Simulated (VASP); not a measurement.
A convergence study with VASP on ZnS (zinc blende): one setting is varied, all else stays as given below, so the limit is that of these other settings.

```xyz
2
Lattice="0.0000 2.7050 2.7050 2.7050 0.0000 2.7050 2.7050 2.7050 0.0000" Properties=species:S:1:pos:R:3 pbc="T T T"
Zn     0.0000     0.0000     0.0000
S      1.3525     1.3525     1.3525
```

Method: PBE GGA, VASP's PBE PAW potentials (set 64) (plane waves; VASP). The tightest run used: 550 eV cut-off, 13×13×13 Monkhorst-Pack mesh, Gaussian smearing of 0.050 eV, potentials Zn S.

**Question.** The settings run are 1×1×1 mesh; 2×2×2 mesh; 3×3×3 mesh; 4×4×4 mesh; 5×5×5 mesh; 6×6×6 mesh; 7×7×7 mesh; 8×8×8 mesh; 9×9×9 mesh; 10×10×10 mesh; 11×11×11 mesh; 12×12×12 mesh; 13×13×13 mesh. From which on does the stress (every component) stay within 0.5 GPa of the tightest run?

**Answer.** From 4×4×4 mesh on: it is off by 0.00 there and by no more than 0.5 in any finer run, while 3×3×3 mesh is off by 1.27.
```json
[
 {"setting": "1×1×1 mesh", "E (eV/atom)": "2.8786", "pressure (GPa)": "51.86", "irreducible k-points": "1", "difference judged (GPa)": "50.36"},
 {"setting": "2×2×2 mesh", "E (eV/atom)": "-3.4031", "pressure (GPa)": "1.82", "irreducible k-points": "2", "difference judged (GPa)": "0.31"},
 {"setting": "3×3×3 mesh", "E (eV/atom)": "-3.3153", "pressure (GPa)": "2.77", "irreducible k-points": "4", "difference judged (GPa)": "1.27"},
 {"setting": "4×4×4 mesh", "E (eV/atom)": "-3.4243", "pressure (GPa)": "1.51", "irreducible k-points": "10", "difference judged (GPa)": "0.00"},
 {"setting": "5×5×5 mesh", "E (eV/atom)": "-3.4186", "pressure (GPa)": "1.58", "irreducible k-points": "10", "difference judged (GPa)": "0.08"},
 {"setting": "6×6×6 mesh", "E (eV/atom)": "-3.4244", "pressure (GPa)": "1.51", "irreducible k-points": "28", "difference judged (GPa)": "0.00"},
 {"setting": "7×7×7 mesh", "E (eV/atom)": "-3.4239", "pressure (GPa)": "1.51", "irreducible k-points": "20", "difference judged (GPa)": "0.00"},
 {"setting": "8×8×8 mesh", "E (eV/atom)": "-3.4244", "pressure (GPa)": "1.51", "irreducible k-points": "60", "difference judged (GPa)": "0.00"},
 {"setting": "9×9×9 mesh", "E (eV/atom)": "-3.4243", "pressure (GPa)": "1.51", "irreducible k-points": "35", "difference judged (GPa)": "0.00"},
 {"setting": "10×10×10 mesh", "E (eV/atom)": "-3.4244", "pressure (GPa)": "1.51", "irreducible k-points": "110", "difference judged (GPa)": "0.00"},
 {"setting": "11×11×11 mesh", "E (eV/atom)": "-3.4244", "pressure (GPa)": "1.51", "irreducible k-points": "56", "difference judged (GPa)": "0.00"},
 {"setting": "12×12×12 mesh", "E (eV/atom)": "-3.4244", "pressure (GPa)": "1.51", "irreducible k-points": "182", "difference judged (GPa)": "0.00"},
 {"setting": "13×13×13 mesh", "E (eV/atom)": "-3.4244", "pressure (GPa)": "1.51", "irreducible k-points": "84", "difference judged (GPa)": "0.00"}
]
```

Left out are rungs that failed or repeat a setting and relaxations that didn't move; long series are thinned to 24 rows.

The compound is ZnS in the zinc blende structure. The cell was not relaxed at this level.
